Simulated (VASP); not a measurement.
These are PBEsol GGA, VASP's PBE PAW potentials (set 64) (plane waves; VASP) values and carry that method's errors.

The input files of a VASP run:

File KPOINTS:
```
Automatic
0
Gamma
8 8 8
```

**INCAR**
```
# general
SYSTEM  = I
PREC    = Accurate
ENCUT   = 400
LREAL   = .False.
LASPH   = .True.

# electronic loop
EDIFF   = 1E-6
NELM    = 100
ALGO    = Normal
LMAXMIX = 4

# smearing
ISMEAR  = 0
SIGMA   = 0.05

# functional
GGA     = PS

# ions
IBRION  = 2
NSW     = 60
ISIF    = 3
EDIFFG  = -0.01

# output
LWAVE   = .False.
LCHARG  = .False.
```

File POSCAR:
```
I
1
    0.0000000000     2.5987170000     2.5987170000
    2.5987170000     0.0000000000     2.5987170000
    2.5987170000     2.5987170000     0.0000000000
I
1
Direct
  0.0000000000   0.0000000000   0.0000000000
```

POTCAR, in this order: I (PBE.64 set). Program: vasp_std.

The resulting files:

### OSZICAR
```
       N       E                     dE             d eps       ncg     rms          rms(c)
DAV:   1     0.166168107929E+02    0.16617E+02   -0.21262E+03   420   0.558E+02
DAV:   2    -0.909112566437E+00   -0.17526E+02   -0.17329E+02   560   0.857E+01
DAV:   3    -0.135088054435E+01   -0.44177E+00   -0.44136E+00   525   0.164E+01
DAV:   4    -0.135284393854E+01   -0.19634E-02   -0.19634E-02   651   0.127E+00
DAV:   5    -0.135284655074E+01   -0.26122E-05   -0.26125E-05   595   0.404E-02    0.398E+00
DAV:   6    -0.135086267655E+01    0.19839E-02   -0.33892E-03   581   0.364E-01    0.243E+00
DAV:   7    -0.135060621344E+01    0.25646E-03   -0.57452E-03   476   0.487E-01    0.135E-01
DAV:   8    -0.135056019547E+01    0.46018E-04   -0.28005E-04   560   0.104E-01    0.142E-02
DAV:   9    -0.135056054352E+01   -0.34805E-06   -0.23236E-06   651   0.161E-02
   1 F= -.13505605E+01 E0= -.13491676E+01  d E =-.135056E+01
       N       E                     dE             d eps       ncg     rms          rms(c)
DAV:   1    -0.154916109952E+01   -0.19860E+00   -0.40154E+00   406   0.115E+01    0.214E+00
DAV:   2    -0.142335041872E+01    0.12581E+00   -0.16252E-01   406   0.280E+00    0.924E-01
DAV:   3    -0.137873049186E+01    0.44620E-01   -0.14319E-01   406   0.208E+00    0.101E+00
DAV:   4    -0.137882036818E+01   -0.89876E-04   -0.12815E-03   574   0.356E-01    0.101E+00
DAV:   5    -0.137878233378E+01    0.38034E-04   -0.15776E-04   483   0.873E-02    0.175E-01
DAV:   6    -0.137871647728E+01    0.65857E-04   -0.50097E-05   539   0.505E-02    0.309E-01
DAV:   7    -0.137872150782E+01   -0.50305E-05   -0.78959E-07   539   0.786E-03    0.355E-01
DAV:   8    -0.137871025096E+01    0.11257E-04   -0.29063E-06   483   0.123E-02    0.244E-01
DAV:   9    -0.137870453331E+01    0.57177E-05   -0.50594E-06   504   0.169E-02    0.952E-02
DAV:  10    -0.137870466115E+01   -0.12784E-06   -0.61532E-07   329   0.671E-03
   2 F= -.13787047E+01 E0= -.13772581E+01  d E =-.281441E-01
       N       E                     dE             d eps       ncg     rms          rms(c)
DAV:   1    -0.138558364731E+01   -0.68791E-02   -0.14207E-01   406   0.215E+00    0.414E-01
DAV:   2    -0.138113497588E+01    0.44487E-02   -0.59431E-03   434   0.546E-01    0.192E-01
DAV:   3    -0.137954288909E+01    0.15921E-02   -0.52019E-03   448   0.399E-01    0.231E-01
DAV:   4    -0.137954592831E+01   -0.30392E-05   -0.42274E-05   560   0.642E-02    0.232E-01
DAV:   5    -0.137954479865E+01    0.11297E-05   -0.26773E-06   511   0.117E-02    0.468E-02
DAV:   6    -0.137954141680E+01    0.33819E-05   -0.32550E-06   483   0.132E-02    0.819E-02
DAV:   7    -0.137954137165E+01    0.45148E-07   -0.10101E-07   308   0.315E-03
   3 F= -.13795414E+01 E0= -.13781283E+01  d E =-.289808E-01
```

**OUTCAR**
```
------------------------ aborting loop because EDIFF is reached ----------------------------------------
  FORCE on cell =-STRESS in cart. coord.  units (eV):
  Direction    XX          YY          ZZ          XY          YZ          ZX
  --------------------------------------------------------------------------------------
  Total       -0.0013458     -0.0013458     -0.0013458      0.0000000     -0.0000000      0.0000000
  in kB       -0.0677721     -0.0677721     -0.0677721      0.0000000     -0.0000000      0.0000000
  external PRESSURE =      -0.0677721 kB  Pullay stress =       0.0000000 kB
  volume of cell :       31.82
      direct lattice vectors                 reciprocal lattice vectors
     0.000000000  2.514996575  2.514996575    -0.198807428  0.198807428  0.198807428
     2.514996575 -0.000000000  2.514996575     0.198807428 -0.198807428  0.198807428
     2.514996575  2.514996575 -0.000000000     0.198807428  0.198807428 -0.198807428
 POSITION                                       TOTAL-FORCE (eV/Angst)
 -----------------------------------------------------------------------------------
      0.00000      0.00000     -0.00000         0.000000      0.000000      0.000000
 -----------------------------------------------------------------------------------
    total drift:                               -0.000000     -0.000000      0.000000
  FREE ENERGIE OF THE ION-ELECTRON SYSTEM (eV)
  ---------------------------------------------------
  free  energy   TOTEN  =        -1.3795413717 eV

  energy  without entropy=       -1.3767152073  energy(sigma->0) =       -1.37812829

 reached required accuracy - stopping structural energy minimisation
```
(Selected blocks of OUTCAR.)

**CONTCAR**
```
I
   1.00000000000000
     0.0000000000000000    2.5149965750183547    2.5149965750183547
     2.5149965750183547   -0.0000000000000000    2.5149965750183547
     2.5149965750183547    2.5149965750183547   -0.0000000000000000
  I
     1
Direct
     0.0000000000000000    0.0000000000000000    0.0000000000000000
```

File OUTCAR:
```
 val. band max:        5.6221198466   @ k =   0.3750   0.1250   0.0000

 cond. band min:       5.6449443143   @ k =   0.5000   0.1250   0.0000


 Fermi energy:         5.6329192444

 k-point     1 :       0.0000    0.0000    0.0000
  band No.  band energies     occupation
      1      -8.4762      2.00000
      2       6.8330      0.00000
      3       6.8330      0.00000
      4       6.8330      0.00000
      5      13.2109      0.00000
      6      15.2071      0.00000
      7      15.2071      0.00000

 k-point     2 :       0.1250    0.0000    0.0000
  band No.  band energies     occupation
      1      -8.2798      2.00000
      2       5.4955      1.99990
      3       6.6819      0.00000
      4       6.6819      0.00000
      5      13.6172      0.00000
      6      15.0205      0.00000
      7      15.5382      0.00000

 k-point     3 :       0.2500    0.0000    0.0000
  band No.  band energies     occupation
      1      -7.7380      2.00000
      2       3.1280      2.00000
      3       6.3571      0.00000
      4       6.3571      0.00000
      5      12.7931      0.00000
      6      15.5087      0.00000
      7      15.5087      0.00000

 k-point     4 :       0.3750    0.0000    0.0000
  band No.  band energies     occupation
      1      -7.0477      2.00000
      2       1.1403      2.00000
      3       6.0749      0.00000
      4       6.0749      0.00000
      5      12.2444      0.00000
      6      14.8574      0.00000
      7      14.8574      0.00000

 k-point     5 :       0.5000    0.0000    0.0000
  band No.  band energies     occupation
      1      -6.6868      2.00000
      2       0.3246      2.00000
      3       5.9677      0.00000
      4       5.9677      0.00000
      5      12.0712      0.00000
      6      14.5871      0.00000
      7      14.5871      0.00000

 k-point     6 :       0.1250    0.1250    0.0000
  band No.  band energies     occupation
      1      -8.2140      2.00000
...
```

Energy and stress use the plane-wave basis of the starting cell. Unless said otherwise, spin-orbit coupling is left out, though it shifts the bands of the heavy elements here.

The structure was generated: I was put into the fcc type (Fm-3m), which need not be its known phase. This run relaxes it. Symmetry was kept, so distortions that lower it aren't found.
